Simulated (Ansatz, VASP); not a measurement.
# Cross-check of HfB2 between VASP and Ansatz, part 2 of 2

Wanted: the spread between two codes on one cell, functional and k mesh. The cell is taken from a series of runs on this material, whose earlier steps may have relaxed, scaled, displaced or heated it; both programs get it as it stands.

VASP 6.6.1 and Ansatz 0.2.0.

So far: Set-up; VASP: zone-centre phonons, PBEsol.

**3. Ansatz: zone-centre phonons, PBEsol**

Level of this step: Ansatz beside VASP: Kohn-Sham DFT, plane waves, PBEsol (Ansatz).

Ansatz runs on its PAW soft_1 files.

The same cell, functional, mesh and smearing now go to Ansatz, which takes its cutoff from its data sets.

Input file input.yaml:

```yaml
crystal:
  lattice:
    - [3.0958848619, 0.0, 0.0]
    - [-1.5479424309, 2.6811149376, 0.0]
    - [0.0, 0.0, 3.4663852784]
  atoms:
    - { symbol: B, position: [0.3333333333, 0.6666666667, 0.5] }
    - { symbol: B, position: [0.6666666667, 0.3333333333, 0.5] }
    - { symbol: Hf, position: [0.0, 0.0, 0.0] }
kpoints:
  mp_grid: { grid: [15, 15, 12] }
hamiltonian:
  xc: pbesol
  pseudopotentials: { kind: paw, azcp: { folder: soft_1 }, xc_functional: pbe }
scf:
  occupations: { method: methfessel_paxton, width: 0.2 }
output:
  eigenvalues: true
phonons:
  method: dfpt
```

On the command line:

```
ansatz run input.yaml --threads 4 --pin off --max-ram 10240MiB --backend cpu --events-out ev --progress --plain --runs-dir out
```

Numbers of over 12 decimals in the logs are rounded to 6 here.

Output:

```text
zone centre: on kpoints.mp_grid the ground state, and the responses unless they are solved on pairs of k-points, stand on 448 of the mesh's 2700 k-points, reduced under 4 symmetry operations, with k and −k counted as one. Each operation leaves every solved displacement unchanged or reverses it
Engine: ansatz 0.2.0, aarch64-unknown-linux-gnu
Pseudopotentials: kind: paw
Pseudopotential: B, paw, valence charge 3, recommended cutoff 420 eV (normal), soft_1/B.paw.azcp
Pseudopotential: Hf, paw, valence charge 26, recommended cutoff 420 eV (normal), soft_1/Hf.paw.azcp
Functional definition: PBEsol
  exchange = pbesol_x
  correlation = pbesol_c
Crystal: 3 atoms, lattice volume = 28.772 Å³
Basis set: ecut = 420 eV, 563 PW (Γ), exchange–correlation on 48×48×48 points (8 copies of the dense FFT grid, shifted against one another)
Bands: 20, of which v1, the nominal top of the filled ones, is band 16 counted from 1 (15 counted from 0)
Symmetry: 24 space group operations
k-points: 448 of 2700 (irreducible under 4 space group operations, time reversal used)
Non-local potential: B, projectors of the file, l = 0: 2, l = 1: 2, l = 2: 1
Non-local potential: Hf, projectors of the file, l = 0: 3, l = 1: 2, l = 2: 2, l = 3: 3
PAW form: soft (Blöchl's): semilocal exchange-correlation on the pseudo side does not see the compensation charge
PAW frozen core: B, regenerated for the run's functional, and the local potential with it (the file was generated under x = pbe(κ = 0.804, μ = 0.219515), c = pbe(β = 0.066725))
PAW frozen core: Hf, regenerated for the run's functional, and the local potential with it (the file was generated under x = pbe(κ = 0.804, μ = 0.219515), c = pbe(β = 0.066725))
PAW one-centre angular grid: B, 110 points (default); XC on 64 Gauss nodes
PAW one-centre angular grid: Hf, 590 points (default); XC on 64 Gauss nodes
Initial density: superposition of atomic densities (chi_scale 0.1, normalization cell, long waves kept (reshape's long-wave potential 0.00 eV rms))
Initial wavefunctions: pseudopotential atomic-orbital guess
Functional: x = pbesol(κ = 0.804, μ = 0.123457), c = pbesol(β = 0.046)
SCF iter   1: F=—  HF=-15908.004871 eV  |F-HF|=—  |Δ(HF+E_count)|=         —  Δρ=6.74e-2  dr2=2.03e0  ethr=3.10e-3  ⟨swp⟩=4.3  Hψ=35138  notcnv=0
preconditioner: auto → none  [metal: Δε(μ)=0.087 eV  Ē_g=16.703 eV  σ=0.200 eV  W_gap=0.33  n_scr=8 (ndim 8)  ℏωp=37.9 eV  f_vac=0.000  D(μ)=0.22/eV (n_scr^D=0)  sad-step TF]
SCF iter   2: F=—  HF=-15907.572684 eV  |F-HF|=—  |Δ(HF+E_count)|=   4.32e-1  S|Δr|=    0.00e0  Δρ=3.58e-2  dr2=5.92e-1  ethr=3.10e-3  ⟨swp⟩=3.0  Hψ=19175  notcnv=0
SCF iter   3: F=—  HF=-15907.435530 eV  |F-HF|=—  |Δ(HF+E_count)|=   1.37e-1  S|Δr|=    0.00e0  Δρ=1.20e-2  dr2=2.87e-2  ethr=1.85e-3  ⟨swp⟩=2.1  Hψ=18908  notcnv=0
SCF iter   4: F=—  HF=-15907.368530 eV  |F-HF|=—  |Δ(HF+E_count)|=   6.70e-2  S|Δr|=    0.00e0  Δρ=2.99e-3  dr2=1.24e-3  ethr=8.98e-5  ⟨swp⟩=2.2  Hψ=17487  notcnv=0
SCF iter   5: F=—  HF=-15907.371917 eV  |F-HF|=—  |Δ(HF+E_count)|=   3.39e-3  S|Δr|=    0.00e0  Δρ=8.24e-4  dr2=2.60e-4  ethr=3.86e-6  ⟨swp⟩=2.0  Hψ=16574  notcnv=0
SCF iter   6: F=—  HF=-15907.371726 eV  |F-HF|=—  |Δ(HF+E_count)|=   1.92e-4  S|Δr|=    0.00e0  Δρ=1.39e-4  dr2=1.06e-5  ethr=8.12e-7  ⟨swp⟩=2.0  Hψ=16135  notcnv=0
SCF iter   7: F=—  HF=-15907.371725 eV  |F-HF|=—  |Δ(HF+E_count)|=   3.96e-7  S|Δr|=    0.00e0  Δρ=3.00e-5  dr2=2.71e-7  ethr=3.30e-8  ⟨swp⟩=2.3  Hψ=14143  notcnv=0
SCF iter   8: F=—  HF=-15907.371725 eV  |F-HF|=—  |Δ(HF+E_count)|=   7.82e-8  S|Δr|=    0.00e0  Δρ=2.97e-6  dr2=8.91e-10  ethr=8.47e-10  ⟨swp⟩=2.3  Hψ=14777  notcnv=0
SCF iter   9: F=—  HF=-15907.371725 eV  |F-HF|=—  |Δ(HF+E_count)|=  1.78e-10  S|Δr|=    0.00e0  Δρ=2.17e-7  dr2=1.91e-11  ethr=2.78e-12  ⟨swp⟩=2.1  Hψ=16188  notcnv=0
SCF iter  10: F=-15907.371725 eV  HF=-15907.371725 eV  |F-HF|=7.28e-12  |Δ(HF+E_count)|=  7.28e-12  S|Δr|=    0.00e0  Δρ=2.55e-8  dr2=1.49e-13  ethr=1.00e-12  ⟨swp⟩=5.6  Hψ=40765  notcnv=0
SCF 1 converged in 10 iterations: F = -15907.371725 eV  dr2 = 1.49e-13
  greatest PAW one-centre occupation: 0.998 electrons in one spin orbital (limit 2), on the Hf atom at site 2 (counted from 0), in its partial waves of l = 0
DFPT response loops at Γ: preconditioner auto → Kerker (q_TF=auto, 2.777 Å⁻¹) (partly filled bands, converged f_vac=0.000); β = 1.00, the filter's whole step (`scf.mixing.beta` (0.50) is not read by the response loops under this deck's `scf.mixing.preconditioner`; to damp them name `kerker` or `kerker_dos`, under which they read `scf.mixing.beta`, and type it under 1.00, their step now; both keys bind the ground state too); Broyden in place of MSR1
SCF converged after 10 iterations
Stability not checked: this state was not tested for a lower state beside it, because cold or Methfessel-Paxton smearing, or corrected tetrahedra, fill the levels in a way that the test cannot read (fill_not_monotonic; see scf.lower_state_search)
Free energy (F): -15907.371725 eV
Harris-Foulkes:  -15907.371725 eV  (|F-HF|=7.28e-12)
Internal energy: -15907.372231 eV  (E = F + TS)
E sigma→0 (E₀):  -15907.371852 eV
Entropy (-TS):   0.000506 eV (0.169 meV/atom)
Fermi energy:    19.685657 eV
--- Per-component energies (eV) ---
  E_band       = 104.663443
  E_kinetic    = 514.472586
  E_local      = -6443.021273  (includes V_loc(G=0)·N_el)
  E_nonlocal   = 82.143159
  E_hartree    = 3178.784018
  E_xc         = -333.426110
  E_vxc        = -336.512006  (∫ρ·V_xc dr)
  E_paw        = -7727.770785  (= ΣΔE_a)
  E_vpaw       = -69.987185  (= ΣTr[D̂ρ^β])
  E_aug_tail   = 0.000131  (compensation charges beyond the density's cutoff)
  E_ewald      = -5179.834435
  E_core_change = 1.280478  (= ΣΔE_core)
  E_smearing   = 0.000506  (= −TS)
  E_closure    = 0.000000  (closes the sum)
  Σ components = -15907.371725   (vs F -15907.371725, Δ=0.00e0)
--- Band table (eV; the first three rows and the last of 448) ---
  k-point 0: bands = [... 12 lower, 16.5022, 16.7924, 16.7924, 16.9060, 23.8170, 23.8170, 24.3982, 24.3982]
  k-point 1: bands = [... 12 lower, 15.6278, 16.8654, 16.8654, 17.7411, 23.0032, 23.0032, 24.1566, 24.1566]
  k-point 2: bands = [... 12 lower, 14.5462, 17.0812, 17.0812, 18.7277, 21.9964, 21.9964, 23.5212, 23.5212]
  k-point 447: bands = [... 12 lower, 12.3846, 14.5041, 15.1897, 16.7405, 23.6886, 25.1245, 25.2568, 26.3863]
--- Phonons (Γ-DFPT): 4 representative perturbations + reference, on 448 of 2700 k-points (Σ response iterations 12) ---
  k mesh reduced under 4 symmetry operations, with k and −k counted as one. Each operation leaves every solved displacement unchanged or reverses it
  ASR residual: 8.593e-6 → 0.000e0 eV/Å²; symmetrization residual: 1.008e-6 eV/Å²
  ASR residual per site (eV/Å²): 8.59e-6 8.59e-6 4.59e-6
  Γ frequencies (cm⁻¹): 0.00 0.00 0.00 455.06 455.06 482.20 568.39 858.15 858.15
  non-analytic LO–TO correction: not included (Born effective charges unavailable; polar crystals: no LO–TO splitting at Γ)
```

**4. Differences**

Known differences besides the potentials themselves: the data sets hold 32 valence electrons in Ansatz (on its PAW soft_1 files) and 16 in VASP; the cutoff is 420 eV in Ansatz and 500 eV in VASP; Ansatz makes its cores anew for this functional, VASP keeps those of its PBE data sets. Total energies have different zeros and are not compared.

The two programs side by side:

| quantity | Ansatz | VASP | difference |
| --- | --- | --- | --- |
| optical mode 1 to 2 (cm⁻¹) | 455.1 | 456.5 | -0.31 % |
| optical mode 3 (cm⁻¹) | 482.2 | 483.5 | -0.28 % |
| optical mode 4 (cm⁻¹) | 568.4 | 569.4 | -0.17 % |
| optical mode 5 to 6 (cm⁻¹) | 858.1 | 862.6 | -0.51 % |

Modes are paired by rising frequency, not by their patterns, so a pair may set unlike modes beside each other; they are those without the splitting of longitudinal modes.

**5. Results**

| Property | Result |
| --- | --- |
| r.m.s. difference of the optical zone-centre modes, each program's sorted by frequency (zone-centre phonons, PBEsol) | 2.8 cm⁻¹ |
| difference in optical mode 5 to 6 (zone-centre phonons, PBEsol) | -0.5 % |

What this shows: The r.m.s. difference of the optical zone-centre modes, each program's sorted by frequency is 2.8 cm⁻¹ (zone-centre phonons, PBEsol). The data sets hold unlike numbers of valence electrons (32 in Ansatz and 16 in VASP), so part of the differences comes from the potentials. Among the rows given in per cent, the largest difference of the zone-centre phonons, PBEsol pair is in optical mode 5 to 6, -0.5 %. Such differences can come from data sets, numerical settings and the points named under the comparisons, not from the functional's error against experiment.

[Lines on the potential files, build, host, timing and source positions are cut from VASP's logs without a mark.]

[Logs are printed without paths, hosts, clocks, repeated set-up lines and the standing remarks that a program may print on its own settings, such as how far it seeks lower states.]

[Hosts, paths, dates, database ids (printed as entryN), source tags and the programs' standing remarks are cut or masked in the printed files.]
